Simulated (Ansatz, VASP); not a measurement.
# SiC (Moissanite 6O SiC): VASP beside Ansatz, part 2 of 2

Wanted: the spread between two codes on one cell, functional and k mesh. The cell is taken from a series of runs on this material, whose earlier steps may have relaxed, scaled, displaced or heated it; both programs get it as it stands.

VASP 6.6.1 and Ansatz 0.2.0.

So far: The structure; Ansatz: relaxation of cell and atoms, BLYP with D3(BJ).

**3. VASP: relaxation of cell and atoms, BLYP with D3(BJ)**

Level of this step: BLYP with D3(BJ); plane waves and PAW (Si, C) (VASP).

The same cell, functional (in two slightly different forms), mesh and smearing now go to VASP, with its own data sets.

Lines of VASP's logs that name or quote its potential files are left out, and so is its time.

File INCAR:

```
SYSTEM = SiC
PREC = Accurate
ENCUT = 600
EDIFF = 1E-07
NELM = 120
ISMEAR = 0
SIGMA = 0.02
LREAL = .FALSE.
ALGO = Normal
GGA = B5
ALDAX = 1
AGGAX = 1
AGGAC = 1
ALDAC = 0
IVDW = 12
VDW_S6 = 1
VDW_S8 = 2.6996
VDW_A1 = 0.4298
VDW_A2 = 4.2359
NBANDS = 36
LORBIT = 11
LWAVE = .FALSE.
LCHARG = .FALSE.
ISIF = 3
IBRION = 2
NSW = 80
EDIFFG = -0.005
LASPH = .TRUE.
GGA_COMPAT = .FALSE.
NELMIN = 4
EFERMI = MIDGAP
KPAR = 2
```

File POSCAR:

```
SiC
1.0
    1.5389000000     -2.6675000000      0.0000000000
    1.5389000000      2.6675000000      0.0000000000
    0.0000000000      0.0000000000     15.1219000000
Si C
6 6
Direct
    0.1672999063      0.8327000937      0.8579999868
    0.8327000937      0.1672999063      0.3579999868
    0.5006999063      0.4993000937      0.5241000139
    0.4993000937      0.5006999063      0.0241000139
    0.8357000937      0.1642999063      0.6912399897
    0.1642999063      0.8357000937      0.1912399897
    0.4960000000      0.5040000000      0.6503000284
    0.5040000000      0.4960000000      0.1503000284
    0.1600000000      0.8400000000      0.9816999848
    0.8400000000      0.1600000000      0.4816999848
    0.8290000000      0.1710000000      0.8168000053
    0.1710000000      0.8290000000      0.3168000053
```

File KPOINTS:

```
Automatic mesh
0
Gamma
8 8 2
0 0 0
```

Potentials, in the order of the species: Si and C (PBE family, release 64).

Command:

```console
$ mpirun -np 2 vasp_std
```

Numbers of over 12 decimals in the logs are rounded to 6 here.

Log:

```text
[banner, memory and clock lines left out]
running    2 mpi-ranks, on    1 nodes
 distrk:  each k-point on    1 cores,    2 groups
 distr:  one band on    1 cores,    1 groups

 POSCAR found type information on POSCAR SiC
 POSCAR found :  2 types and      12 ions
|                                                                             |
|               ----> ADVICE to this user running VASP <----                  |
|                                                                             |
|     You enforced a specific xc type in the INCAR file but a different       |
|     [... a line on the potential file left out ...]
|     I HOPE YOU KNOW WHAT YOU ARE DOING!                                     |
|                                                                             |

 LDA part: xc-table for (Slater(with rela. corr.)+VWN5), standard interpolation
 POSCAR, INCAR and KPOINTS ok, starting setup
 FFT: planning ... GRIDC
 FFT: planning ... GRID_SOFT
 FFT: planning ... GRID
 WAVECAR not read
 entering main loop
       N       E                     dE             d eps       ncg     rms          rms(c)
DAV:   1     0.148892038034E+03    0.14889E+03   -0.23875E+04  3024   0.135E+03
DAV:   2    -0.816074725976E+02   -0.23050E+03   -0.21705E+03  3944   0.222E+02
DAV:   3    -0.946979681099E+02   -0.13090E+02   -0.12997E+02  3968   0.501E+01
DAV:   4    -0.949088259992E+02   -0.21086E+00   -0.21037E+00  3896   0.731E+00
DAV:   5    -0.949135978607E+02   -0.47719E-02   -0.47673E-02  3916   0.106E+00    0.213E+01
DAV:   6    -0.819684428330E+02    0.12945E+02   -0.40631E+01  3744   0.239E+01    0.848E+00
DAV:   7    -0.818428345814E+02    0.12561E+00   -0.38111E+00  4068   0.751E+00    0.417E+00
DAV:   8    -0.818091967557E+02    0.33638E-01   -0.20657E-01  3596   0.194E+00    0.140E+00
DAV:   9    -0.818062271215E+02    0.29696E-02   -0.40549E-02  3748   0.958E-01    0.297E-01
DAV:  10    -0.818066402384E+02   -0.41312E-03   -0.38921E-03  3696   0.257E-01    0.100E-01
DAV:  11    -0.818068817286E+02   -0.24149E-03   -0.29621E-04  3516   0.107E-01    0.540E-02
DAV:  12    -0.818068788092E+02    0.29194E-05   -0.11882E-05  3972   0.160E-02    0.242E-02
DAV:  13    -0.818068791747E+02   -0.36559E-06   -0.97682E-06  3636   0.120E-02    0.442E-03
DAV:  14    -0.818068789625E+02    0.21225E-06   -0.48383E-07  3584   0.374E-03    0.181E-03
DAV:  15    -0.818068790875E+02   -0.12497E-06   -0.47858E-08  2192   0.110E-03    0.276E-04
DAV:  16    -0.818068791784E+02   -0.90971E-07   -0.10485E-08  2128   0.494E-04
   1 F= -.89544487E+02 E0= -.89544487E+02  d E =-.895445E+02
[... from here on, the cycles between the ionic steps are left out ...]
   2 F= -.89551863E+02 E0= -.89551863E+02  d E =-.737601E-02
   9 F= -.89617047E+02 E0= -.89617047E+02  d E =-.571600E-03
  10 F= -.89617250E+02 E0= -.89617250E+02  d E =-.202697E-03
  11 F= -.89617296E+02 E0= -.89617296E+02  d E =-.249090E-03
  12 F= -.89617298E+02 E0= -.89617298E+02  d E =-.250800E-03
  13 F= -.89617391E+02 E0= -.89617391E+02  d E =-.926256E-04
  14 F= -.89617426E+02 E0= -.89617426E+02  d E =-.128394E-03
  15 F= -.89617503E+02 E0= -.89617503E+02  d E =-.770041E-04
  16 F= -.89617559E+02 E0= -.89617559E+02  d E =-.132244E-03
  17 F= -.89617622E+02 E0= -.89617622E+02  d E =-.634365E-04
  18 F= -.89617636E+02 E0= -.89617636E+02  d E =-.769071E-04
  19 F= -.89617636E+02 E0= -.89617636E+02  d E =-.770333E-04
 curvature:  -1.51 expect dE=-0.276E-04 dE for cont linesearch -0.104E-09
 trial: gam= 0.31907 g(F)=  0.169E-04 g(S)=  0.133E-05 ort = 0.180E-06 (trialstep = 0.659E+00)
 search vector abs. value=  0.663E-04
 bond charge predicted
       N       E                     dE             d eps       ncg     rms          rms(c)
DAV:   1    -0.818167502691E+02   -0.58286E-03   -0.13769E-03  3048   0.196E-01    0.914E-03
DAV:   2    -0.818167504378E+02   -0.16872E-06   -0.21244E-05  3968   0.225E-02    0.553E-03
DAV:   3    -0.818167499059E+02    0.53198E-06   -0.13598E-06  3860   0.610E-03    0.280E-03
DAV:   4    -0.818167498126E+02    0.93244E-07   -0.53957E-07  3692   0.349E-03
  20 F= -.89617642E+02 E0= -.89617642E+02  d E =-.645734E-05
 trial-energy change:   -0.000006  1 .order   -0.000006   -0.000012   -0.000001
 step:   0.6881(harm=  0.6881)  dis= 0.00059  next Energy=   -89.617642 (dE=-0.630E-05)
 reached required accuracy - stopping structural energy minimisation
```

From OUTCAR (step 3):

```text
ion  position               nearest neighbor table
   1  0.167  0.833  0.858-  11 1.87  11 1.87   9 1.87  11 1.91   4 3.07   4 3.08   4 3.08   5 3.08
                             5 3.09   5 3.09
   2  0.833  0.167  0.358-  12 1.87  12 1.87  10 1.87  12 1.91   3 3.07   3 3.08   3 3.08   6 3.08
                             6 3.09   6 3.09
   3  0.501  0.499  0.524-  10 1.87  10 1.87   7 1.91  10 1.92   2 3.07   2 3.08   2 3.08   5 3.09
                             5 3.09   5 3.10
   4  0.499  0.501  0.024-   9 1.87   9 1.87   8 1.91   9 1.92   1 3.07   1 3.08   1 3.08   6 3.09
                             6 3.09   6 3.10
   5  0.836  0.164  0.691-   7 1.87   7 1.87  11 1.90   7 1.92   1 3.08   3 3.09   3 3.09   1 3.09
                             1 3.09   3 3.10
   6  0.164  0.836  0.191-   8 1.87   8 1.87  12 1.90   8 1.92   2 3.08   4 3.09   4 3.09   2 3.09
                             2 3.09   4 3.10
   7  0.496  0.504  0.650-   5 1.87   5 1.87   3 1.91   5 1.92
   8  0.504  0.496  0.150-   6 1.87   6 1.87   4 1.91   6 1.92
   9  0.160  0.840  0.982-   1 1.87   4 1.87   4 1.87   4 1.92
  10  0.840  0.160  0.482-   2 1.87   3 1.87   3 1.87   3 1.92
  11  0.829  0.171  0.817-   1 1.87   1 1.87   5 1.90   1 1.91
  12  0.171  0.829  0.317-   2 1.87   2 1.87   6 1.90   2 1.91

  LATTYP: Found a base centered orthorhombic cell.
 ALAT       =     3.0778000000
 B/A-ratio  =     1.7333809864
 C/A-ratio  =     4.9132172331

 Subroutine GETGRP returns: Found  4 space group operations
 (whereof  2 operations were pure point group operations)

The static configuration has the point symmetry C_1h.
 The point group associated with its full space group is C_2v.

 Found     42 irreducible k-points:

   k-points           NKPTS =     42   k-points in BZ     NKDIM =     42   number of bands    NBANDS=     36

   dimension x,y,z NGX =    28 NGY =   28 NGZ =  126
   dimension x,y,z NGXF=    56 NGYF=   56 NGZF=  252

   ENCUT  =  600.0 eV  44.10 Ry    6.64 a.u.   6.15  6.15 30.20*2*pi/ulx,y,z

   NELECT =      48.0000    total number of electrons

 k-points in reciprocal lattice and weights: Automatic mesh
   0.00000000  0.00000000  0.00000000       0.008
   0.12500000  0.00000000  0.00000000       0.031
   0.25000000  0.00000000  0.00000000       0.031
   0.37500000  0.00000000  0.00000000       0.031
   0.50000000  0.00000000  0.00000000       0.016
   0.12500000  0.12500000  0.00000000       0.016
   0.25000000  0.12500000  0.00000000       0.031
   0.37500000  0.12500000  0.00000000       0.031
   0.50000000  0.12500000  0.00000000       0.031
[...]
-0.37500000  0.37500000  0.50000000       0.016
   0.50000000  0.50000000  0.50000000       0.008

 Edisp (eV)   -7.80147

 average (electrostatic) potential at core
       1 -80.1548       2 -80.1548       3 -80.2017       4 -80.2017       5 -80.1392
       6 -80.1392       7 -44.0074       8 -44.0074       9 -44.0846      10 -44.0846
      11 -44.0257      12 -44.0257

 E-fermi :   9.8259

 k-point     1 :       0.0000    0.0000    0.0000
  band No.  band energies     occupation
    ...
     20       8.3602      2.00000
     21       8.3604      2.00000
     22       8.6191      2.00000
     23       8.6586      2.00000
     24       8.6590      2.00000
     25      14.0556      0.00000
     26      14.2305      0.00000
     27      14.6297      0.00000
     28      15.1481      0.00000
     29      15.2375      0.00000
    ...

 k-point     2 :       0.1250    0.0000    0.0000
  band No.  band energies     occupation
    ...
     20       7.7806      2.00000
     21       8.0646      2.00000
     22       8.1158      2.00000
     23       8.4499      2.00000
     24       8.5330      2.00000
     25      14.1453      0.00000
     26      14.4526      0.00000
     27      14.5464      0.00000
     28      15.1529      0.00000
     29      15.3583      0.00000
    ...

 k-point     3 :       0.2500    0.0000    0.0000
  band No.  band energies     occupation
    ...
     20       7.0430      2.00000
     21       7.5265      2.00000
     22       7.5575      2.00000
     23       7.9611      2.00000
     24       8.1270      2.00000
     25      12.6074      0.00000
     26      12.8514      0.00000
     27      13.2945      0.00000
     28      13.9465      0.00000
     29      14.6566      0.00000
    ...

 Edisp (eV)   -7.80089

  Total      -0.01317     0.00778    -0.00288     0.00000     0.00000     0.00000
  in kB      -0.17129     0.10129    -0.03742     0.00000     0.00000     0.00000
  external pressure =       -0.04 kB  Pullay stress =        0.00 kB

  energy-cutoff  :      600.00
  volume of cell :      123.14
      direct lattice vectors                 reciprocal lattice vectors
     1.535679351 -2.659721777  0.000000000     0.325588802 -0.187989588  0.000000000
     1.535679351  2.659721777  0.000000000     0.325588802  0.187989588  0.000000000
     0.000000000  0.000000000 15.074135613     0.000000000  0.000000000  0.066338796

 POSITION                                       TOTAL-FORCE (eV/Angst)
 -----------------------------------------------------------------------------------
      1.53568      1.77365     12.92930         0.000000      0.000919      0.000475
      1.53568     -1.77365      5.39223         0.000000     -0.000919      0.000475
      1.53568     -0.00040      7.90599         0.000000      0.002478     -0.001184
      1.53568      0.00040      0.36893         0.000000     -0.002478     -0.001184
      1.53568     -1.77312     10.42001         0.000000      0.000256      0.000790
      1.53568      1.77312      2.88294         0.000000     -0.000256      0.000790
      1.53568     -0.00002      9.79559         0.000000      0.000429      0.000876
      1.53568      0.00002      2.25852         0.000000     -0.000429      0.000876
      1.53568      1.77350     14.81281         0.000000      0.001723     -0.002369
      1.53568     -1.77350      7.27574         0.000000     -0.001723     -0.002369
      1.53568     -1.77253     12.30365         0.000000     -0.003003      0.001411
      1.53568      1.77253      4.76658         0.000000      0.003003      0.001411
 -----------------------------------------------------------------------------------
    total drift:                               -0.000000     -0.000000     -0.000408

  FREE ENERGIE OF THE ION-ELECTRON SYSTEM (eV)
  ---------------------------------------------------
  free  energy   TOTEN  =       -89.6176421235 eV

  energy  without entropy=      -89.6176421235  energy(sigma->0) =      -89.61764212

 reached required accuracy - stopping structural energy minimisation

 total charge
# of ion       s       p       d       tot
------------------------------------------
    1        0.707   0.979   0.000   1.685
    2        0.707   0.979   0.000   1.685
    3        0.707   0.977   0.000   1.683
    4        0.707   0.977   0.000   1.683
    5        0.707   0.975   0.000   1.682
    6        0.707   0.975   0.000   1.682
    7        0.837   1.749   0.000   2.586
    8        0.837   1.749   0.000   2.586
    9        0.837   1.747   0.000   2.584
   10        0.837   1.747   0.000   2.584
   11        0.837   1.749   0.000   2.586
   12        0.837   1.749   0.000   2.586
--------------------------------------------------
tot          9.264  16.349   0.000  25.614

[... 3 further parts left out ...]
```

CONTCAR:

```
SiC
   1.00000000000000
     1.5356793508775366   -2.6597217769747981    0.0000000000000000
     1.5356793508775366    2.6597217769747981    0.0000000000000000
     0.0000000000000000    0.0000000000000000   15.0741356132443407
  Si              C
     6     6
Direct
     0.1665716731263649    0.8334283268736353    0.8577143484242538
     0.8334283268736353    0.1665716731263649    0.3577143484242538
     0.5000746471933999    0.4999253528066003    0.5244741206887776
     0.4999253528066003    0.5000746471933999    0.0244741206887776
     0.8333275804070032    0.1666724195929969    0.6912506932997606
     0.1666724195929969    0.8333275804070032    0.1912506932997606
     0.5000032868862156    0.4999967131137844    0.6498276574946248
     0.4999967131137844    0.5000032868862156    0.1498276574946248
     0.1666008517493487    0.8333991482506513    0.9826639467940340
     0.8333991482506513    0.1666008517493487    0.4826639467940338
     0.8332180817454264    0.1667819182545734    0.8162092421985522
     0.1667819182545734    0.8332180817454264    0.3162092421985522
```

**4. Side by side**

Known differences besides the potentials themselves: the cutoff is 420 eV in Ansatz and 600 eV in VASP; Ansatz makes its cores anew for this functional, VASP keeps those of its PBE data sets; VASP's log shows a relativistic correction to its local exchange, Ansatz's none; Ansatz adds a Pulay correction to the stress that steers its cell, VASP none. Total energies have different zeros and are not compared.

Compared:

```tsv
quantity	Ansatz	VASP	difference
volume (Å³)	122.87	123.14	-0.22 %
edge a after relaxation, in the typed setting (Å)	3.069	3.071	-0.07 %
edge c after relaxation, in the typed setting (Å)	15.063	15.074	-0.07 %
```

**5. What came out**

```yaml
difference_in_volume_relaxation_of_cell_and_atoms_blyp_with_d3_bj: -0.22 %
```

What this shows: The difference in volume is -0.22 % (relaxation of cell and atoms, BLYP with D3(BJ)), within the 1.2 % picked in this series as the mark of a large difference, as far as the stopping tolerances let one tell. Such differences can come from data sets, numerical settings and the points named under the comparisons, not from the functional's error against experiment.

[Lines on the potential files, build, host, timing and source positions are cut from VASP's logs without a mark.]

[Logs are printed without paths, hosts, clocks, repeated set-up lines and the standing remarks that a program may print on its own settings, such as how far it seeks lower states.]

[Hosts, paths, dates, database ids (printed as entryN), source tags and the programs' standing remarks are cut or masked in the printed files.]
